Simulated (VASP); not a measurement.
Given:

```yaml
crystal:
  lattice:
    - [1.21517, -2.10473, 0.00000]
    - [1.21517, 2.10473, 0.00000]
    - [0.00000, 0.00000, 7.80823]
  atoms:
    - { symbol: C, position: [0.00000, 0.00000, 0.25000] }
    - { symbol: C, position: [0.00000, 0.00000, 0.75000] }
    - { symbol: C, position: [0.33333, 0.66667, 0.25000] }
    - { symbol: C, position: [0.66667, 0.33333, 0.75000] }
```

Method: PBE GGA, VASP's PBE PAW potentials (set 64) (plane waves; VASP 6.6.1). Numerical set-up: 600 eV cut-off, 10×10×4 Γ-centred mesh, Gaussian smearing of 0.050 eV, potentials C.

Without a dispersion term in the relaxation, distances and binding between the weakly bound layers, chains or molecules are unreliable, and so is what depends on them.

### Question
What does the run give for the energy per atom (σ→0), pressure?

### Answer

```
Quantity                       Result
---------------------  --------------
energy per atom (σ→0)  -9.214 eV/atom
pressure                    11.25 GPa
```

Total energies compare only between runs with the same potentials, cut-off and functional.

The compound is C in the graphite structure. This cell was strained or had an atom moved on purpose.
